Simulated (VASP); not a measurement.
A VASP calculation is set up with these files.

**POSCAR**
```
TlBr
1
    5.2765080000     0.0000000000     0.0000000000
   -2.6382540000     4.5695900000     0.0000000000
    0.0000000000     0.0000000000    12.0882310000
Tl Br
3 3
Direct
  0.7198000000   0.0000000000   0.6666670000
  0.0000000000   0.7198000000   0.3333330000
  0.2802000000   0.2802000000   0.0000000000
  0.4889000000   0.0000000000   0.1666670000
  0.0000000000   0.4889000000   0.8333330000
  0.5111000000   0.5111000000   0.5000000000
```

### INCAR
```
! general
SYSTEM  = TlBr
PREC    = Accurate
ENCUT   = 300   ! plane-wave cut-off (eV)
LREAL   = .FALSE.   ! projection in real space or not
LASPH   = .TRUE.   ! aspherical one-centre terms

! electronic loop
EDIFF   = 1E-6
NELM    = 100   ! most electronic steps
ALGO    = Normal   ! blocked Davidson
LMAXMIX = 4   ! l cut-off of mixed one-centre charges

! smearing
ISMEAR  = 0   ! Gaussian
SIGMA   = 0.136

! functional
GGA     = PE   ! PBE

! ions
ISIF    = 2   ! forces and stress, cell fixed

! output
LWAVE   = .FALSE.
LCHARG  = .FALSE.
```

KPOINTS:
```
Automatic mesh
0
Gamma
3 3 1
0 0 0
```

POTCAR, in this order: Tl_d Br (PBE.64 set). Program: vasp_std.

### Question
Write an equivalent input for Ansatz.

### Answer
One equivalent input (not run):
Ansatz 0.2 input:
```yaml
crystal:
  lattice:
    - [5.2765080, 0.0000000, 0.0000000]
    - [-2.6382540, 4.5695900, 0.0000000]
    - [0.0000000, 0.0000000, 12.0882310]
  atoms:
    - { symbol: Tl, position: [0.7198000, 0.0000000, 0.6666670] }
    - { symbol: Tl, position: [0.0000000, 0.7198000, 0.3333330] }
    - { symbol: Tl, position: [0.2802000, 0.2802000, 0.0000000] }
    - { symbol: Br, position: [0.4889000, 0.0000000, 0.1666670] }
    - { symbol: Br, position: [0.0000000, 0.4889000, 0.8333330] }
    - { symbol: Br, position: [0.5111000, 0.5111000, 0.5000000] }
kpoints:
  mp_grid: { grid: [3, 3, 1] }
hamiltonian:
  xc: pbe
  pseudopotentials: { kind: paw }
scf:
  occupations: { method: gaussian, width: 0.136 }
  max_iter: 100
output: { forces: true, stress: true, eigenvalues: true }
```
The two are equivalent in intent, not identical: each code has its own PAW files, so the cut-off isn't converted (ENCUT is set for VASP's; basis.ecutwfc is left out, and Ansatz then takes the one that its files recommend); Ansatz stops its SCF on the density residual and VASP on the energy change (EDIFF).

The structure was generated: TlBr was put into an ordered model structure, which need not be its known phase. The cell was not relaxed at this level. The k-mesh is coarse (spacing up to 0.52 per Å, 2π included), so the numbers may not be converged in it.
